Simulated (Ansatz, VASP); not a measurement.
# InAs: VASP beside Ansatz

Aim: how closely do two programs agree when they are given the same cell, functional and k mesh? The cell is taken from a series of runs on this material, whose earlier steps may have relaxed, scaled, displaced or heated it; both programs get it as it stands.

Calculated with Ansatz 0.2.0; plane waves, with VASP 6.6.1 beside it; zone-centre phonons at PBE with D3(BJ) and zone-centre phonons at PBE.

## (1) The starting structure

The structure is cubic, space group F-43m (No. 216). Conventional cell: a = 6.111 Å, b = 6.111 Å, c = 6.111 Å, α = 90.00°, β = 90.00°, γ = 90.00°. In has 4 As at 2.65 Å nearest. Nearest to As lie 4 In at 2.65 Å. Farther neighbours are not listed.

## (2) VASP: zone-centre phonons, PBE with D3(BJ)

Second derivatives magnify differences that forces hide, and they need a tight electronic threshold.

Lines of VASP's logs that name or quote its potential files are left out, and so is its time.

The input, INCAR:

```
SYSTEM = InAs
PREC = Accurate
ENCUT = 500
EDIFF = 1E-08
NELM = 120
ISMEAR = 1
SIGMA = 0.2
LREAL = .FALSE.
ALGO = Normal
GGA = PE
IVDW = 12
NBANDS = 15
LORBIT = 11
LWAVE = .FALSE.
LCHARG = .FALSE.
ISIF = 2
IBRION = 6
NFREE = 2
POTIM = 0.015
NSW = 1
LASPH = .TRUE.
GGA_COMPAT = .FALSE.
KPAR = 2
```

The input, POSCAR:

```
InAs
1.0
    0.0000000000      3.0555200465      3.0555200465
    3.0555200465      0.0000000000      3.0555200465
    3.0555200465      3.0555200465      0.0000000000
In As
1 1
Direct
    0.0000000000      0.0000000000      0.0000000000
    0.2500000000      0.2500000000      0.2500000000
```

The input, KPOINTS:

```
Automatic mesh
0
Gamma
12 12 12
0 0 0
```

PAW data sets: In_d and As (PBE family, release 64).

The run is started by

```
mpirun -np 2 vasp_std
```

Numbers of over 12 decimals in the logs are rounded to 6 here.

The program printed:

```text
[banner, memory and clock lines left out]
running    2 mpi-ranks, on    1 nodes
 distrk:  each k-point on    1 cores,    2 groups
 distr:  one band on    1 cores,    1 groups

 POSCAR found type information on POSCAR InAs
 POSCAR found :  2 types and       2 ions
 LDA part: xc-table for (Slater+PW92), standard interpolation
 POSCAR, INCAR and KPOINTS ok, starting setup
 FFT: planning ... GRIDC
 FFT: planning ... GRID_SOFT
 FFT: planning ... GRID
 WAVECAR not read
 entering main loop
       N       E                     dE             d eps       ncg     rms          rms(c)
DAV:   1     0.112155775085E+03    0.11216E+03   -0.82121E+03  2160   0.124E+03
DAV:   2     0.299051655818E-01   -0.11213E+03   -0.10784E+03  2300   0.301E+02
DAV:   3    -0.776344987657E+01   -0.77934E+01   -0.77475E+01  2783   0.801E+01
DAV:   4    -0.796156947998E+01   -0.19812E+00   -0.19807E+00  2643   0.144E+01
DAV:   5    -0.797136157558E+01   -0.97921E-02   -0.97919E-02  3290   0.272E+00    0.430E+00
DAV:   6    -0.772623246163E+01    0.24513E+00   -0.38929E-01  3392   0.106E+01    0.239E+00
DAV:   7    -0.770390208728E+01    0.22330E-01   -0.11520E-01  3053   0.305E+00    0.721E-01
DAV:   8    -0.770507045473E+01   -0.11684E-02   -0.12663E-02  2720   0.136E+00    0.174E-01
DAV:   9    -0.770567974444E+01   -0.60929E-03   -0.97829E-04  2644   0.299E-01    0.105E-01
DAV:  10    -0.770583808185E+01   -0.15834E-03   -0.18887E-04  2831   0.192E-01    0.591E-02
DAV:  11    -0.770588712118E+01   -0.49039E-04   -0.12615E-04  2447   0.124E-01    0.426E-02
DAV:  12    -0.770588796623E+01   -0.84505E-06   -0.73693E-06  2507   0.303E-02    0.844E-03
DAV:  13    -0.770588831957E+01   -0.35334E-06   -0.20652E-06  2741   0.849E-03    0.355E-03
DAV:  14    -0.770588837642E+01   -0.56855E-07   -0.12910E-07  2766   0.292E-03    0.128E-03
DAV:  15    -0.770588849044E+01   -0.11402E-06   -0.75982E-09  2206   0.805E-04    0.716E-04
DAV:  16    -0.770588855516E+01   -0.64719E-07   -0.20724E-09  1647   0.651E-04    0.149E-04
DAV:  17    -0.770588855096E+01    0.41966E-08   -0.81084E-10  1423   0.248E-04
   1 F= -.83299088E+01 E0= -.83300664E+01  d E =0.472550E-03
[...]
2 F= -.83290951E+01 E0= -.83292540E+01  d E =0.476824E-03
[...]
3 F= -.83290950E+01 E0= -.83292540E+01  d E =0.476819E-03
[...]
4 F= -.83290952E+01 E0= -.83292541E+01  d E =0.476822E-03
 Finite differences progress:
  Degree of freedom:   2/  2
  Displacement:        1/  2
  Total:               3/  4
 bond charge predicted
       N       E                     dE             d eps       ncg     rms          rms(c)
DAV:   1    -0.770434942457E+01    0.72397E-03   -0.24445E-01  8421   0.205E+00    0.174E-01
DAV:   2    -0.770512987580E+01   -0.78045E-03   -0.93133E-03 10674   0.613E-01    0.636E-02
DAV:   3    -0.770507412453E+01    0.55751E-04   -0.14330E-04  9884   0.131E-01    0.217E-02
DAV:   4    -0.770507266684E+01    0.14577E-05   -0.29212E-05 13137   0.502E-02    0.861E-03
DAV:   5    -0.770507323593E+01   -0.56909E-06   -0.21767E-06  9765   0.121E-02    0.302E-03
DAV:   6    -0.770507338654E+01   -0.15061E-06   -0.27173E-07 11248   0.341E-03    0.888E-04
DAV:   7    -0.770507339995E+01   -0.13403E-07   -0.30062E-08  9898   0.196E-03    0.257E-04
DAV:   8    -0.770507340394E+01   -0.39959E-08   -0.23347E-09  7749   0.429E-04
   5 F= -.83290952E+01 E0= -.83292541E+01  d E =0.476821E-03
 Finite differences progress:
  Degree of freedom:   2/  2
  Displacement:        2/  2
  Total:               4/  4
```

OUTCAR, selected parts (step 2):

```text
ion  position               nearest neighbor table
   1  0.000  0.000  0.000-   2 2.65   2 2.65   2 2.65   2 2.65
   2  0.250  0.250  0.250-   1 2.65   1 2.65   1 2.65   1 2.65

  LATTYP: Found a face centered cubic cell.
 ALAT       =     6.1110400930

 Subroutine GETGRP returns: Found 24 space group operations
 (whereof 24 operations were pure point group operations)

The static configuration has the point symmetry T_d .

 Found     72 irreducible k-points:

   k-points           NKPTS =     72   k-points in BZ     NKDIM =     72   number of bands    NBANDS=     15

   dimension x,y,z NGX =    32 NGY =   32 NGZ =   32
   dimension x,y,z NGXF=    64 NGYF=   64 NGZF=   64

   ENCUT  =  500.0 eV  36.75 Ry    6.06 a.u.   7.88  7.88  7.88*2*pi/ulx,y,z

   NELECT =      18.0000    total number of electrons

 k-points in reciprocal lattice and weights: Automatic mesh
   0.00000000  0.00000000  0.00000000       0.001
   0.08333333  0.00000000  0.00000000       0.005
   0.16666667  0.00000000  0.00000000       0.005
   0.25000000  0.00000000  0.00000000       0.005
   0.33333333  0.00000000  0.00000000       0.005
   0.41666667  0.00000000  0.00000000       0.005
   0.50000000  0.00000000  0.00000000       0.002
   0.08333333  0.08333333  0.00000000       0.003
   0.16666667  0.08333333  0.00000000       0.014
[...]
-0.33333333  0.50000000  0.16666667       0.007
  -0.25000000  0.50000000  0.25000000       0.003

 Edisp (eV)   -0.62402

 average (electrostatic) potential at core
       1 -96.8406       2 -49.8841

 E-fermi :   4.2396

 k-point     1 :       0.0000    0.0000    0.0000
  band No.  band energies     occupation
    ...
      6      -7.4690      2.00000
      7       3.8361      2.01511
      8       4.1630      1.59833
      9       4.1929      1.38348
     10       4.2210      1.15612
     11       8.0653     -0.00000
     12       8.0858     -0.00000
     13       8.1080     -0.00000
     14      11.5941      0.00000
     15      13.7921      0.00000

 k-point     2 :       0.0833    0.0000    0.0000
  band No.  band energies     occupation
    ...
      5     -10.0241      2.00000
      6      -7.4004      2.00000
      7       2.8638      2.00000
      8       4.0951      1.93476
      9       4.1340      1.77009
     10       4.9148     -0.00002
     11       8.1172     -0.00000
     12       8.1945     -0.00000
     13       8.2278     -0.00000
     14      12.0159      0.00000
    ...

 k-point     3 :       0.1667    0.0000    0.0000
  band No.  band energies     occupation
    ...
      5     -10.0240      2.00000
      6      -7.2022      2.00000
      7       1.6766      2.00000
      8       3.8811      2.02946
      9       3.9219      2.04718
     10       5.3539     -0.00000
     11       8.4509      0.00000
     12       8.4909      0.00000
     13       8.5365      0.00000
     14      12.6821      0.00000
    ...

 Edisp (eV)   -0.62402

  Total       0.02109     0.02310     0.02310     0.00000     0.11715     0.00000
  in kB       0.59232     0.64866     0.64866     0.00000     3.28976     0.00000
  external pressure =        0.63 kB  Pullay stress =        0.00 kB

  energy-cutoff  :      500.00
  volume of cell :       57.05
      direct lattice vectors                 reciprocal lattice vectors
     0.000000000  3.055520046  3.055520046    -0.163638265  0.163638265  0.163638265
     3.055520046  0.000000000  3.055520046     0.163638265 -0.163638265  0.163638265
     3.055520046  3.055520046  0.000000000     0.163638265  0.163638265 -0.163638265

 POSITION                                       TOTAL-FORCE (eV/Angst)
 -----------------------------------------------------------------------------------
      0.00000      0.00000      0.00000        -0.108579     -0.000000     -0.000000
      1.51276      1.52776      1.52776         0.108579      0.000000      0.000000
 -----------------------------------------------------------------------------------
    total drift:                               -0.000106      0.000000      0.000000

  FREE ENERGIE OF THE ION-ELECTRON SYSTEM (eV)
  ---------------------------------------------------
  free  energy   TOTEN  =        -8.3290951597 eV

  energy  without entropy=       -8.3295719806  energy(sigma->0) =       -8.32925410

 Eigenvectors and eigenvalues of the dynamical matrix
 ----------------------------------------------------

   1 f  =    6.246550 THz    39.248232 2PiTHz  208.362484 cm-1    25.833644 meV
             X         Y         Z           dx          dy          dz
      0.000000  0.000000  0.000000    -0.000000    0.628497    0.000000
      1.527760  1.527760  1.527760     0.000000   -0.777812    0.000000

   2 f  =    6.246550 THz    39.248232 2PiTHz  208.362484 cm-1    25.833644 meV
             X         Y         Z           dx          dy          dz
      0.000000  0.000000  0.000000     0.000000    0.000000   -0.628497
      1.527760  1.527760  1.527760     0.000000    0.000000    0.777812

   3 f  =    6.246550 THz    39.248232 2PiTHz  208.362484 cm-1    25.833644 meV
             X         Y         Z           dx          dy          dz
      0.000000  0.000000  0.000000     0.628497    0.000000    0.000000
      1.527760  1.527760  1.527760    -0.777812   -0.000000    0.000000

   4 f/i=    0.000929 THz     0.005837 2PiTHz    0.030989 cm-1     0.003842 meV
             X         Y         Z           dx          dy          dz
      0.000000  0.000000  0.000000     0.113827   -0.640328    0.426633
      1.527760  1.527760  1.527760     0.091976   -0.517405    0.344732

   5 f/i=    0.000929 THz     0.005837 2PiTHz    0.030989 cm-1     0.003842 meV
             X         Y         Z           dx          dy          dz
      0.000000  0.000000  0.000000     0.767803    0.066419   -0.105164
      1.527760  1.527760  1.527760     0.620408    0.053669   -0.084976

   6 f/i=    0.000929 THz     0.005837 2PiTHz    0.030989 cm-1     0.003842 meV
             X         Y         Z           dx          dy          dz
      0.000000  0.000000  0.000000     0.050144    0.436532    0.641808
      1.527760  1.527760  1.527760     0.040518    0.352732    0.518601

 ELASTIC MODULI CONTR FROM IONIC RELAXATION (kBar)
 Direction    XX          YY          ZZ          XY          YZ          ZX
 --------------------------------------------------------------------------------
 XX          -0.0000     -0.0000     -0.0000      0.0000      0.0000     -0.0000
 YY          -0.0000     -0.0000     -0.0000      0.0000      0.0000     -0.0000
 ZZ          -0.0000     -0.0000     -0.0000      0.0000      0.0000     -0.0000
 XY           0.0000      0.0000      0.0000   -237.0097     -0.0000     -0.0000
 YZ           0.0000      0.0000      0.0000     -0.0000   -237.0097      0.0000
 ZX          -0.0000     -0.0000     -0.0000     -0.0000      0.0000   -237.0097
 --------------------------------------------------------------------------------

 total charge
# of ion       s       p       d       tot
------------------------------------------
    1        0.849   0.703   9.884  11.437
    2        1.222   1.552   0.021   2.794
--------------------------------------------------
tot          2.072   2.255   9.905  14.231

[... 3 further parts left out ...]
```

CONTCAR:

```
InAs
   1.00000000000000
     0.0000000000000000    3.0555200464999999    3.0555200464999999
     3.0555200464999999    0.0000000000000000    3.0555200464999999
     3.0555200464999999    3.0555200464999999    0.0000000000000000
  In              As
     1     1
Direct
     0.0000000000000000    0.0000000000000000    0.0000000000000000
     0.2524545739795067    0.2475454260204933    0.2475454260204933
```

The last energy, forces, stress and levels in OUTCAR belong to the last displaced cell, not to the cell of POSCAR.

Levels, forces or a CONTCAR printed for this step are those of its last displaced cell, not of the structure at rest.

## (3) Ansatz: zone-centre phonons, PBE with D3(BJ)

Ansatz runs on its default PAW (the set named soft_2) files.

The same cell, functional, mesh and smearing now go to Ansatz, which takes its cutoff from its data sets.

The input, input.yaml:

```yaml
crystal:
  lattice:
    - [0.0, 3.0555200465, 3.0555200465]
    - [3.0555200465, 0.0, 3.0555200465]
    - [3.0555200465, 3.0555200465, 0.0]
  atoms:
    - { symbol: In, position: [0.0, 0.0, 0.0] }
    - { symbol: As, position: [0.25, 0.25, 0.25] }
kpoints:
  mp_grid: { grid: [12, 12, 12] }
hamiltonian:
  xc: pbe
  dispersion: d3bj
scf:
  occupations: { method: methfessel_paxton, width: 0.2 }
output:
  eigenvalues: true
phonons:
  method: dfpt
```

The run is started by

```
ansatz run input.yaml --threads 8 --pin off --max-ram 16384MiB --backend cpu --events-out ev --progress --plain --runs-dir out
```

The program printed:

```text
zone centre: on kpoints.mp_grid the ground state, and the responses unless they are solved on pairs of k-points, stand on 163 of the mesh's 1728 k-points, reduced under 8 symmetry operations, with k and −k counted as one. Each operation leaves every solved displacement unchanged or reverses it
Engine: ansatz 0.2.0, aarch64-unknown-linux-gnu
Pseudopotentials: kind: paw
Pseudopotential: In, paw, valence charge 13, recommended cutoff 420 eV (normal), In.paw.azcp
Pseudopotential: As, paw, valence charge 15, recommended cutoff 420 eV (normal), As.paw.azcp
Functional definition: PBE
  parameter kappa = 0.804
  parameter beta = 0.066725
  exchange = pbe_x(kappa = kappa, mu = beta*pi^2/3)
  correlation = pbe_c(beta = beta)
Crystal: 2 atoms, lattice volume = 57.054 Å³
Basis set: ecut = 420 eV, 1139 PW (Γ), exchange–correlation on 60×60×60 points (8 copies of the dense FFT grid, shifted against one another)
Bands: 18, of which v1, the nominal top of the filled ones, is band 14 counted from 1 (13 counted from 0)
Symmetry: 24 space group operations
k-points: 163 of 1728 (irreducible under 8 space group operations, time reversal used)
Non-local potential: In, projectors of the file, l = 0: 2, l = 1: 2, l = 2: 2, l = 3: 2
Non-local potential: As, projectors of the file, l = 0: 2, l = 1: 2, l = 2: 3, l = 3: 1
PAW form: soft (Blöchl's): semilocal exchange-correlation on the pseudo side does not see the compensation charge
PAW one-centre angular grid: In, 590 points (default); XC on 64 Gauss nodes
PAW one-centre angular grid: As, 590 points (default); XC on 64 Gauss nodes
Initial density: superposition of atomic densities (neutral atoms: chi_scale 0, normalization atom), corrected by the library's trained network
Initial wavefunctions: pseudopotential atomic-orbital guess
Functional: x = pbe(κ = 0.804, μ = 0.219515), c = pbe(β = 0.066725)
SCF iter   1: F=—  HF=-10455.083768 eV  |F-HF|=—  |Δ(HF+E_count)|=         —  Δρ=2.49e-3  dr2=7.80e-3  ethr=1.77e-3  ⟨swp⟩=5.0  Hψ=13706  notcnv=0
preconditioner: auto → none  [insulator: Δε(μ)=0.711 eV  Ē_g=14.612 eV  σ=0.200 eV  W_gap=0.68  n_scr=14 (ndim 8)  ℏωp=20.9 eV  f_vac=0.113  D(μ)=0.06/eV (n_scr^D=0)  ε∞_Penn≈3.0]
SCF iter   2: F=—  HF=-10455.080666 eV  |F-HF|=—  |Δ(HF+E_count)|=   3.10e-3  S|Δr|=    0.00e0  Δρ=1.02e-3  dr2=6.80e-4  ethr=2.78e-5  ⟨swp⟩=2.0  Hψ=5712  notcnv=0
SCF iter   3: F=—  HF=-10455.080528 eV  |F-HF|=—  |Δ(HF+E_count)|=   1.38e-4  S|Δr|=    0.00e0  Δρ=3.04e-4  dr2=6.97e-5  ethr=2.43e-6  ⟨swp⟩=2.0  Hψ=4402  notcnv=0
SCF iter   4: F=—  HF=-10455.080574 eV  |F-HF|=—  |Δ(HF+E_count)|=   4.60e-5  S|Δr|=    0.00e0  Δρ=1.08e-4  dr2=7.69e-6  ethr=2.49e-7  ⟨swp⟩=2.0  Hψ=3585  notcnv=0
SCF iter   5: F=—  HF=-10455.080586 eV  |F-HF|=—  |Δ(HF+E_count)|=   1.19e-5  S|Δr|=    0.00e0  Δρ=3.27e-5  dr2=7.01e-7  ethr=2.75e-8  ⟨swp⟩=2.0  Hψ=5217  notcnv=0
SCF iter   6: F=—  HF=-10455.080586 eV  |F-HF|=—  |Δ(HF+E_count)|=   1.97e-7  S|Δr|=    0.00e0  Δρ=5.75e-6  dr2=1.44e-8  ethr=2.50e-9  ⟨swp⟩=2.0  Hψ=5217  notcnv=0
SCF iter   7: F=—  HF=-10455.080586 eV  |F-HF|=—  |Δ(HF+E_count)|=   3.03e-8  S|Δr|=    0.00e0  Δρ=1.10e-6  dr2=3.78e-10  ethr=5.13e-11  ⟨swp⟩=2.0  Hψ=5217  notcnv=0
SCF iter   8: F=—  HF=-10455.080586 eV  |F-HF|=—  |Δ(HF+E_count)|=  8.77e-10  S|Δr|=    0.00e0  Δρ=3.53e-7  dr2=4.24e-11  ethr=1.35e-12  ⟨swp⟩=2.0  Hψ=5217  notcnv=0
SCF iter   9: F=-10455.080586 eV  HF=-10455.080586 eV  |F-HF|=1.82e-12  |Δ(HF+E_count)|=  5.82e-11  S|Δr|=    0.00e0  Δρ=2.82e-8  dr2=4.69e-13  ethr=1.00e-12  ⟨swp⟩=6.0  Hψ=13054  notcnv=0
SCF 1 converged in 9 iterations: F = -10455.080586 eV  dr2 = 4.69e-13
  greatest PAW one-centre occupation: 0.999 electrons in one spin orbital (limit 2), on the As atom at site 1 (counted from 0), in its partial waves of l = 2
DFPT response loops at Γ: preconditioner auto → Kerker (q_TF=auto, 2.423 Å⁻¹) (partly filled bands, converged f_vac=0.106); β = 1.00, the filter's whole step (`scf.mixing.beta` (0.50) is not read by the response loops under this deck's `scf.mixing.preconditioner`; to damp them name `kerker` or `kerker_dos`, under which they read `scf.mixing.beta`, and type it under 1.00, their step now; both keys bind the ground state too); Broyden in place of MSR1
SCF converged after 9 iterations
Stability not checked: this state was not tested for a lower state beside it, because cold or Methfessel-Paxton smearing, or corrected tetrahedra, fill the levels in a way that the test cannot read (fill_not_monotonic; see scf.lower_state_search)
Free energy (F): -10455.080586 eV
Harris-Foulkes:  -10455.080586 eV  (|F-HF|=1.82e-12)
Internal energy: -10455.081060 eV  (E = F + TS)
E sigma→0 (E₀):  -10455.080705 eV
Entropy (-TS):   0.000475 eV (0.237 meV/atom)
Fermi energy:    7.474795 eV
Step filling:    the computed levels leave a gap of 0.0000 eV = 0.0 smearing widths at the electron count; against every level under it full and every level over it empty, smearing changes F+E_penalty+E_count by +0.184 meV and its σ→0 estimate by +0.065 meV
--- Per-component energies (eV) ---
  E_band       = -321.696244
  E_kinetic    = 346.295314
  E_local      = -3317.229182  (includes V_loc(G=0)·N_el)
  E_nonlocal   = -303.325976
  E_hartree    = 1601.568973
  E_xc         = -294.318495
  E_vxc        = -178.324457  (∫ρ·V_xc dr)
  E_paw        = -5990.688046  (= ΣΔE_a)
  E_vpaw       = -72.249940  (= ΣTr[D̂ρ^β])
  E_aug_tail   = 0.000034  (compensation charges beyond the density's cutoff)
  E_ewald      = -2496.759480
  E_disp       = -0.624201  (pairwise vdW)
  E_smearing   = 0.000475  (= −TS)
  E_closure    = -0.000000  (closes the sum)
  Σ components = -10455.080586   (vs F -10455.080586, Δ=0.00e0)
--- Band table (eV; the first three rows and the last of 163) ---
  k-point 0: bands = [... 10 lower, -4.2335, 7.0720, 7.4305, 7.4305, 7.4305, 11.3339, 11.3339, 11.3339]
  k-point 1: bands = [... 10 lower, -4.1650, 6.1144, 7.3443, 7.3443, 8.1554, 11.3547, 11.4633, 11.4633]
  k-point 2: bands = [... 10 lower, -3.9673, 4.9326, 7.1339, 7.1339, 8.5851, 11.6944, 11.7608, 11.7608]
  k-point 162: bands = [... 10 lower, -2.3114, 1.8690, 4.6143, 4.7027, 11.5098, 11.7180, 12.3506, 13.5082]
--- Phonons (Γ-DFPT): 2 representative perturbations + reference, on 163 of 1728 k-points (Σ response iterations 6) ---
  k mesh reduced under 8 symmetry operations, with k and −k counted as one. Each operation leaves every solved displacement unchanged or reverses it
  ASR residual: 7.557e-5 → 0.000e0 eV/Å²; symmetrization residual: 1.482e-6 eV/Å²
  pairwise dispersion correction: d3bj (s6 = 1.0, s8 = 0.7875, a1 = 0.4289, a2_bohr = 4.4407), with the weights of each atom's references fixed at the reference crystal's, and the forces and stress that the weights' published response gives there kept as a pressure on the atom's counted neighbours (hamiltonian.dispersion)
  ASR residual per site (eV/Å²): 7.56e-5 3.13e-5
  Γ frequencies (cm⁻¹): 0.00 0.00 0.00 207.94 207.94 207.94
  non-analytic LO–TO correction: not included (Born effective charges unavailable; polar crystals: no LO–TO splitting at Γ)
```

The column dr2 measures how far the density is from self-consistency, as an energy; F and HF (Harris–Foulkes) agree once it is small.

## (4) Differences

Known differences besides the potentials themselves: the data sets hold 28 valence electrons in Ansatz (on its default PAW (the set named soft_2) files) and 18 in VASP; the cutoff is 420 eV in Ansatz and 500 eV in VASP; Ansatz takes the dispersion share of the force constants at frozen C6 weights, VASP differentiates the full forces; VASP uses finite displacements, Ansatz perturbation theory. Total energies have different zeros and are not compared.

Both answers:

```
                  quantity  Ansatz   VASP  difference
optical mode 1 to 3 (cm⁻¹)   207.9  208.4     -0.20 %
```

Modes are paired by rising frequency, not by their patterns, so a pair may set unlike modes beside each other; they are those without the splitting of longitudinal modes.

[end of part 1 of 2]

[Lines on the potential files, build, host, timing and source positions are cut from VASP's logs without a mark.]

[Logs are printed without paths, hosts, clocks, repeated set-up lines and the standing remarks that a program may print on its own settings, such as how far it seeks lower states.]

[Hosts, paths, dates, database ids (printed as entryN), source tags and the programs' standing remarks are cut or masked in the printed files.]
